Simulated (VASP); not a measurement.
Highest phonon frequency on the path of Ir (fcc) against the volume, from finite displacements in a 4×4×4 supercell. All values below come from LDA (Ceperley-Alder, Perdew-Zunger), VASP's LDA PAW potentials (set 64) (plane waves; VASP).  Fit ln ω as a straight line in ln V.

| V (Å³/atom) | ln(ω/cm⁻¹) |
|---|---|
| 14.202 | 5.2921 |
| 14.481 | 5.2393 |
| 14.759 | 5.1850 |

### Question
Fit the rows as the text says and predict the value at 13.645.

### Answer
The slope is -2.78, a Grüneisen parameter of 2.78 for this mode. The line misses the rows by up to 0.0009 and gives 5.4039 at 13.645. The run gave 5.3995, -0.0044 from the line.

Runs of the series that failed, ran out of time, didn't relax or are held back are left out.

The compound is Ir in the fcc structure.
